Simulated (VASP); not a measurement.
# TiNi with PBEsol: from relaxation to properties, part 4 of 7

What structure does TiNi take at this level, and what are its properties? The start is a computed cell from the Materials Project.

VASP 6.6.1, plane waves and PAW; the level of theory is named at each step.

Still holding for the runs below: This run allows spin, but its moments start at zero, where symmetry between the spins tends to hold them, which is where the search above led. The k-mesh is coarse for a metal.

So far. Step 8 (Full relaxation (PBEsol)): It ends with forces that vanish by symmetry and a pressure of -0.02 GPa. Step 9 (Second relaxation): It ends with forces that vanish by symmetry and a pressure of 0.10 GPa. The volume moved by only 0.02 %, so the volume is settled.

### 10. Single point with fields (PBEsol)

Level of this step: PBEsol, zero-moment start; plane waves and PAW (Ti_sv, Ni) (VASP).

The relaxed cell gets a fresh self-consistent run, on a basis set for its own volume, to fix the density and to check the remaining stress.

File INCAR:

```
SYSTEM = TiNi
PREC = Accurate
ENCUT = 400
EDIFF = 1E-06
NELM = 100
ISMEAR = 1
SIGMA = 0.2
LREAL = .FALSE.
ALGO = Normal
GGA = PS
NBANDS = 18
ISPIN = 2
MAGMOM = -0 -0
LASPH = .TRUE.
LMAXMIX = 4
LORBIT = 11
LWAVE = .FALSE.
LCHARG = .TRUE.
ISIF = 2
LELF = .TRUE.
LVHAR = .TRUE.
```

File POSCAR:

```
TiNi
1.0
    2.9637845603      0.0000000000      0.0000000000
    0.0000000000      2.9637845603      0.0000000000
    0.0000000000      0.0000000000      2.9637845603
Ti Ni
1 1
Direct
    0.5000000000      0.5000000000      0.5000000000
    0.0000000000      0.0000000000      0.0000000000
```

File KPOINTS:

```
Automatic mesh
0
Gamma
7 7 7
0 0 0
```

The projector-augmented-wave data sets are Ti_sv and Ni (PBE family, release 64).

Command:

```console
$ mpirun -np 4 vasp_std
```

Log:

```text
[banner, memory and clock lines left out]
running    4 mpi-ranks, on    1 nodes
 distrk:  each k-point on    4 cores,    1 groups
 distr:  one band on    1 cores,    4 groups

 POSCAR found type information on POSCAR TiNi
 POSCAR found :  2 types and       2 ions
 [... a notice as in an earlier step ...]

 LDA part: xc-table for (Slater+PW92), standard interpolation
|                                                                             |
|           W    W    AA    RRRRR   N    N  II  N    N   GGGG   !!!           |
|           W    W   A  A   R    R  NN   N  II  NN   N  G    G  !!!           |
|           W    W  A    A  R    R  N N  N  II  N N  N  G       !!!           |
|           W WW W  AAAAAA  RRRRR   N  N N  II  N  N N  G  GGG   !            |
|           WW  WW  A    A  R   R   N   NN  II  N   NN  G    G                |
|           W    W  A    A  R    R  N    N  II  N    N   GGGG   !!!           |
|                                                                             |
|     The number of bands has been changed from the values supplied in        |
|     The orbitals not found in the WAVECAR file will be initialized with     |
|     random numbers, which is usually adequate. For correlated               |
|     calculations, however, you should redo the groundstate calculation.     |
|     I found NBANDS = 18. Now, NBANDS = 20.                                  |
|                                                                             |

 POSCAR, INCAR and KPOINTS ok, starting setup
 FFT: planning ... GRIDC
 FFT: planning ... GRID_SOFT
 FFT: planning ... GRID
 WAVECAR not read
 entering main loop
       N       E                     dE             d eps       ncg     rms          rms(c)
DAV:   1     0.159571038819E+03    0.15957E+03   -0.90650E+03  1684   0.121E+03
DAV:   2    -0.384306772781E+01   -0.16341E+03   -0.15722E+03  1624   0.307E+02
DAV:   3    -0.173606420313E+02   -0.13518E+02   -0.13239E+02  2384   0.865E+01
DAV:   4    -0.178262114642E+02   -0.46557E+00   -0.46372E+00  1884   0.139E+01
DAV:   5    -0.178402757754E+02   -0.14064E-01   -0.14062E-01  1884   0.226E+00    0.144E+01
DAV:   6    -0.161954454420E+02    0.16448E+01   -0.11737E+01  1784   0.539E+01    0.917E+00
DAV:   7    -0.164218177449E+02   -0.22637E+00   -0.11465E+01  1864   0.422E+01    0.151E+01
DAV:   8    -0.152288928339E+02    0.11929E+01   -0.83590E+00  1848   0.270E+01    0.170E+00
DAV:   9    -0.152199507298E+02    0.89421E-02   -0.22714E-01  2320   0.560E+00    0.139E+00
DAV:  10    -0.152135487885E+02    0.64019E-02   -0.31827E-02  2072   0.223E+00    0.426E-01
DAV:  11    -0.152125952517E+02    0.95354E-03   -0.25339E-03  2312   0.538E-01    0.164E-01
DAV:  12    -0.152124191672E+02    0.17608E-03   -0.71134E-04  2400   0.261E-01    0.166E-02
DAV:  13    -0.152124201824E+02   -0.10152E-05   -0.25402E-05  1772   0.466E-02    0.131E-02
DAV:  14    -0.152124199948E+02    0.18761E-06   -0.30973E-07  1148   0.550E-03
   1 F= -.15212420E+02 E0= -.15214132E+02  d E =0.513728E-02  mag=    -0.0000
```

Elapsed: 3.4 s, on 4 MPI ranks of AMD EPYC 9R45, shared host; peak memory 0.32 GiB.

OUTCAR, selected parts (step 10):

```text
   k-points           NKPTS =     20   k-points in BZ     NKDIM =     20   number of bands    NBANDS=     20

   NELECT =      22.0000    total number of electrons

 E-fermi :   9.8147

 spin component 1
 k-point     1 :       0.0000    0.0000    0.0000
  band No.  band energies     occupation
    ...
      6       5.7528      1.00000
      7       5.7528      1.00000
      8       7.7282      1.00000
      9       7.7282      1.00000
     10       7.7282      1.00000
     11      10.2457     -0.00470
     12      10.2457     -0.00470
     13      12.4844     -0.00000
     14      12.4844     -0.00000
     15      12.4844     -0.00000
    ...

 k-point     2 :       0.1429    0.0000    0.0000
  band No.  band energies     occupation
    ...
      6       5.9167      1.00000
      7       5.9169      1.00000
      8       7.7016      1.00000
      9       7.7016      1.00000
     10       7.7836      1.00000
     11      10.0729     -0.03484
     12      10.3015     -0.00155
     13      11.9845     -0.00000
     14      11.9845     -0.00000
     15      12.4172     -0.00000
    ...

  Total       -0.0676513     -0.0676513     -0.0676513      0.0000000      0.0000000     -0.0000000
  in kB       -4.1633883     -4.1633883     -4.1633883      0.0000000      0.0000000     -0.0000000
  external PRESSURE =      -4.1633883 kB  Pullay stress =       0.0000000 kB

 POSITION                                       TOTAL-FORCE (eV/Angst)
 -----------------------------------------------------------------------------------
      1.48189      1.48189      1.48189         0.000000      0.000000      0.000000
      0.00000      0.00000      0.00000         0.000000      0.000000      0.000000
 -----------------------------------------------------------------------------------
    total drift:                               -0.000000      0.000000      0.000000

  FREE ENERGIE OF THE ION-ELECTRON SYSTEM (eV)
  ---------------------------------------------------
  free  energy   TOTEN  =       -15.2124199948 eV

  energy  without entropy=      -15.2175572699  energy(sigma->0) =      -15.21413242

 magnetization (x)
# of ion       s       p       d       tot
------------------------------------------
    1        0.000  -0.000  -0.000  -0.000
    2       -0.000  -0.000  -0.000  -0.000
--------------------------------------------------
tot          0.000  -0.000  -0.000  -0.000

[... 5 parts as in an earlier step ...]

[... 16 further parts left out ...]
```

With spin, VASP writes an ELF for each channel.

This step gave:

* SCF cycles: 14
* bands: 20
* pressure: -0.4163 GPa

Valence electrons inside each PAW sphere by angular momentum. Sphere charges, by row:

```csv
atom,s (e),p (e),d (e),tot (e)
Ti1,2.243,6.177,1.876,10.29
Ni2,0.596,0.5,8.324,9.421
```

ELF of down spins in the ac plane at fractional y = 0.000, with atoms of Ni within 0.2 Å of it. It is the smooth field of the valence electrons, not physical close to the nuclei.

Ten even steps from '0' (0.00) to '9' (0.43):
```
000245699654200
001356799765310
123567999976532
445678999987654
556789888898765
667998766789976
999998655689999
999998655689999
667998766789976
556789888898765
445678999987654
123567999976532
001356799765310
000245699654200
100145699654100
```
Columns run along a (3.0 Å), rows up along c (3.0 Å). Atoms in or near the plane, at fractional coordinates: Ni at (0.00, 0.00).

ELF of up spins in the ac plane at fractional y = 0.000, with atoms of Ni within 0.2 Å of it. It is the smooth field of the valence electrons, not physical close to the nuclei.

Ten even steps from '_' (0.00) to '@' (0.43):
```
______::==++**@@@@**++==::____
____..--++**##@@@@##**++--..__
..::--++**##@@@@@@@@##**++--::
====++**##%%@@@@@@@@%%##**++==
++++**##%%@@%%%%%%%%@@%%##**++
****##@@@@%%##****##%%@@@@##**
@@@@@@@@@@%%**++++**%%@@@@@@@@
@@@@@@@@@@%%**++++**%%@@@@@@@@
****##@@@@%%##****##%%@@@@##**
++++**##%%@@%%%%%%%%@@%%##**++
====++**##%%@@@@@@@@%%##**++==
..::--++**##@@@@@@@@##**++--::
____..--++**##@@@@##**++--..__
______::==++**@@@@**++==::____
..____..==++**@@@@**++==..____
```
Columns run along a (3.0 Å), rows up along c (3.0 Å). Atoms in or near the plane, at fractional coordinates: Ni at (0.00, 0.00).

Electrostatic potential energy in the ac plane at fractional y = 0.000, with atoms of Ni within 0.2 Å of it. With pseudopotentials it is smooth inside the atoms' cores, unlike the true potential.

Ten even steps from '0' (-92 eV) to '9' (2 eV):
```
002689999998620
125789999998752
567899999999876
888999999999988
999999999999999
999999999999999
999999999999999
999999999999999
999999999999999
999999999999999
888999999999988
567899999999876
125789999998752
002689999998620
001589999998510
```
Columns run along a (3.0 Å; values clipped at the 3rd and 97th percentile), rows up along c (3.0 Å). Atoms in or near the plane, at fractional coordinates: Ni at (0.00, 0.00).

In this run the pressure is -0.42 GPa, with stress components up to 0.42 GPa and forces up to 0.000 eV/Å, which can come from another mesh, basis or smearing than the relaxation's or from a relaxation that stopped early.

### 11. Band structure (PBEsol)

The mesh alone shows little of the dispersion and can miss band extrema, so KPOINTS_OPT adds a path through the symmetry points after the self-consistent cycle.

INCAR: that of step 10 with these lines changed.

```diff
@@ -10,3 +10,3 @@
 GGA = PS
-NBANDS = 18
+NBANDS = 24
 ISPIN = 2
@@ -17,5 +17,3 @@
 LWAVE = .FALSE.
-LCHARG = .TRUE.
-ISIF = 2
-LELF = .TRUE.
-LVHAR = .TRUE.
+LCHARG = .FALSE.
+KPAR = 4
```

POSCAR is that of step 10.

KPOINTS is that of step 10.

File KPOINTS_OPT:

```
Line mode
16
Line-mode
Reciprocal
  0.00000000   0.00000000   0.00000000 GAMMA
  0.00000000   0.50000000   0.00000000 X

  0.00000000   0.50000000   0.00000000 X
  0.50000000   0.50000000   0.00000000 M

  0.50000000   0.50000000   0.00000000 M
  0.00000000   0.00000000   0.00000000 GAMMA

  0.00000000   0.00000000   0.00000000 GAMMA
  0.50000000   0.50000000   0.50000000 R

  0.50000000   0.50000000   0.50000000 R
  0.00000000   0.50000000   0.00000000 X

  0.50000000   0.50000000   0.00000000 M
  0.50000000   0.50000000   0.50000000 R
```

Command:

```console
$ mpirun -np 4 vasp_std
```

Log:

```text
[... set-up lines as in an earlier step ...]
 entering main loop
       N       E                     dE             d eps       ncg     rms          rms(c)
DAV:   1     0.159110624657E+03    0.15911E+03   -0.84259E+03  2064   0.102E+03
DAV:   2    -0.366254583011E+01   -0.16277E+03   -0.15412E+03  2008   0.269E+02
DAV:   3    -0.173232857902E+02   -0.13661E+02   -0.13274E+02  2728   0.763E+01
DAV:   4    -0.178296295059E+02   -0.50634E+00   -0.50543E+00  2008   0.125E+01
DAV:   5    -0.178403228294E+02   -0.10693E-01   -0.10692E-01  2384   0.182E+00    0.144E+01
DAV:   6    -0.162006835065E+02    0.16396E+01   -0.90576E+00  2224   0.449E+01    0.919E+00
DAV:   7    -0.164295822800E+02   -0.22890E+00   -0.10397E+01  2352   0.351E+01    0.151E+01
DAV:   8    -0.152314229636E+02    0.11982E+01   -0.80949E+00  2344   0.223E+01    0.171E+00
DAV:   9    -0.152200851436E+02    0.11338E-01   -0.20268E-01  2824   0.455E+00    0.141E+00
DAV:  10    -0.152136294040E+02    0.64557E-02   -0.29928E-02  2400   0.186E+00    0.428E-01
DAV:  11    -0.152126232017E+02    0.10062E-02   -0.21988E-03  2864   0.438E-01    0.177E-01
DAV:  12    -0.152124184280E+02    0.20477E-03   -0.76594E-04  2688   0.237E-01    0.170E-02
DAV:  13    -0.152124201123E+02   -0.16843E-05   -0.34790E-05  2144   0.465E-02    0.126E-02
DAV:  14    -0.152124200924E+02    0.19846E-07   -0.32954E-07  1552   0.465E-03
   1 F= -.15212420E+02 E0= -.15214132E+02  d E =0.513667E-02  mag=     0.0000
 Start KPOINTS_OPT (optional k-point list driver)
k-point batch [1-20\96]
       N       E                     dE             ncg
DAV:   1     0.846757840163E+03   -0.69225E+04     2064
DAV:   2    -0.241967823909E+04   -0.32664E+04     2008
DAV:   3    -0.271241006549E+04   -0.29273E+03     2856
DAV:   4    -0.272730281168E+04   -0.14893E+02     2008
DAV:   5    -0.272764236079E+04   -0.33955E+00     2200
DAV:   6    -0.272765264641E+04   -0.10286E-01     2168
DAV:   7    -0.272765309404E+04   -0.44763E-03     2480
DAV:   8    -0.272765311294E+04   -0.18900E-04     1936
DAV:   9    -0.272765311359E+04   -0.64899E-06     1376
[...]
k-point batch [81-96\96]
       N       E                     dE             ncg
DAV:   1     0.325703945161E+04   -0.14705E+05     1624
DAV:   2     0.663487571241E+03   -0.25936E+04     1648
DAV:   3     0.459017046758E+03   -0.20447E+03     2224
DAV:   4     0.454313100847E+03   -0.47039E+01     1704
DAV:   5     0.454223024408E+03   -0.90076E-01     1960
DAV:   6     0.454219765628E+03   -0.32588E-02     2040
DAV:   7     0.454219629217E+03   -0.13641E-03     1912
DAV:   8     0.454219624717E+03   -0.45000E-05     1576
DAV:   9     0.454219624536E+03   -0.18118E-06     1272
```

Wall time 7.2 s (4 MPI ranks); peak memory 0.5 GiB; 27 s of CPU time.

Parts of OUTCAR (step 11):

```text
   k-points           NKPTS =     20   k-points in BZ     NKDIM =     20   number of bands    NBANDS=     24

   NELECT =      22.0000    total number of electrons

 E-fermi :   9.8147

 spin component 1
 k-point     1 :       0.0000    0.0000    0.0000
  band No.  band energies     occupation
    ...
      6       5.7528      1.00000
      7       5.7528      1.00000
      8       7.7283      1.00000
      9       7.7283      1.00000
     10       7.7283      1.00000
     11      10.2457     -0.00470
     12      10.2457     -0.00470
     13      12.4843     -0.00000
     14      12.4843     -0.00000
     15      12.4843     -0.00000
    ...

 k-point     2 :       0.1429    0.0000    0.0000
  band No.  band energies     occupation
    ...
      6       5.9167      1.00000
      7       5.9170      1.00000
      8       7.7017      1.00000
      9       7.7017      1.00000
     10       7.7837      1.00000
     11      10.0729     -0.03484
     12      10.3014     -0.00155
     13      11.9844     -0.00000
     14      11.9844     -0.00000
     15      12.4172     -0.00000
    ...

  Total       -0.0720019     -0.0720019     -0.0720019      0.0000000      0.0000000     -0.0000000
  in kB       -4.4311341     -4.4311341     -4.4311341      0.0000000      0.0000000     -0.0000000
  external PRESSURE =      -4.4311341 kB  Pullay stress =       0.0000000 kB

  FREE ENERGIE OF THE ION-ELECTRON SYSTEM (eV)
  ---------------------------------------------------
  free  energy   TOTEN  =       -15.2124200924 eV

  energy  without entropy=      -15.2175567580  energy(sigma->0) =      -15.21413231

 magnetization (x)
# of ion       s       p       d       tot
------------------------------------------
    1        0.000   0.000  -0.000   0.000
    2       -0.000  -0.000  -0.000  -0.000
--------------------------------------------------
tot          0.000  -0.000  -0.000   0.000

[... 8 parts as in an earlier step ...]

[... 12 further parts left out ...]
```

This step gave:

```yaml
bands: 24
pressure: -0.4431 GPa
```

Both spin channels agree. The electronic bands at the labelled points (eV, zero at the Fermi level; # counts the bands kept in this run, so #1 is VASP's band 5):

```csv
point,#4,#5,#6,#7,#8,#9,#10,#11
Γ,-2.09,-2.09,-2.09,0.43,0.43,2.67,2.67,2.67
0.47 of the way,-2.15,-2.15,-1.95,-0.01,0.47,1.60,1.60,2.51
X,-2.19,-2.19,-1.77,-0.81,-0.63,0.63,0.63,2.29
0.47 of the way,-2.51,-2.38,-1.70,-0.89,0.17,1.03,1.50,2.32
M,-2.88,-1.36,-0.79,0.49,0.49,0.92,2.36,2.36
0.47 of the way,-2.52,-2.30,-2.10,0.10,0.54,0.60,1.45,2.45
Γ,-2.09,-2.09,-2.09,0.43,0.43,2.67,2.67,2.67
0.47 of the way,-2.58,-2.58,-2.53,0.42,0.42,1.45,1.45,1.52
R,-2.26,-2.26,-2.26,-1.33,-1.33,3.22,3.22,6.34
0.47 of the way,-2.83,-2.60,-1.61,-1.00,-0.10,1.28,2.33,3.91
X,-2.19,-2.19,-1.77,-0.81,-0.63,0.63,0.63,2.29
jump to M,-2.88,-1.36,-0.79,0.49,0.49,0.92,2.36,2.36
0.53 of the way,-2.96,-1.35,-1.35,-1.34,-0.86,1.88,3.19,5.19
R,-2.26,-2.26,-2.26,-1.33,-1.33,3.22,3.22,6.34
```

Of the projections kept (Ti, Ni), the largest for each band there, as a share of the weight inside these atoms' spheres; weight between the spheres isn't counted:

| point | #4 | #5 | #6 | #7 | #8 | #9 | #10 | #11 |
| --- | --- | --- | --- | --- | --- | --- | --- | --- |
| Γ | Ni 0.92 | Ni 0.92 | Ni 0.92 | Ti 0.61 | Ti 0.61 | Ti 0.90 | Ti 0.90 | Ti 0.90 |
| X | Ni 0.99 | Ni 0.99 | Ni 1.00 | Ti 1.00 | Ni 0.96 | Ti 0.93 | Ti 0.93 | Ti 1.00 |
| M | Ni 0.83 | Ni 1.00 | Ni 0.80 | Ni 0.61 | Ni 0.61 | Ti 0.67 | Ti 0.77 | Ti 0.77 |
| Γ | Ni 0.92 | Ni 0.92 | Ni 0.92 | Ti 0.61 | Ti 0.61 | Ti 0.90 | Ti 0.90 | Ti 0.90 |
| R | Ti 0.74 | Ti 0.74 | Ti 0.74 | Ni 1.00 | Ni 1.00 | Ti 1.00 | Ti 1.00 | Ni 1.00 |
| X | Ni 0.99 | Ni 0.99 | Ni 1.00 | Ti 1.00 | Ni 0.96 | Ti 0.93 | Ti 0.93 | Ti 1.00 |

At the settings of the relaxation, from a rebuilt basis or a loop that stopped before the stress settled, the cell is under a tension of 0.4 GPa.

(Continued in part 5 of 7.)

[Lines on the potential files, build, host, timing and source positions are cut from VASP's logs without a mark.]

[Logs are printed without paths, hosts, clocks, repeated set-up lines and the standing remarks that a program may print on its own settings, such as how far it seeks lower states.]

[Hosts, paths, dates, database ids (printed as entryN), source tags and the programs' standing remarks are cut or masked in the printed files.]

[A measured line is paired with the nearest computed mode of its activity, which favours agreement.]

[In band tables of VASP the shares of atoms and orbitals are scaled to a sum of 1 inside the atoms' spheres.]
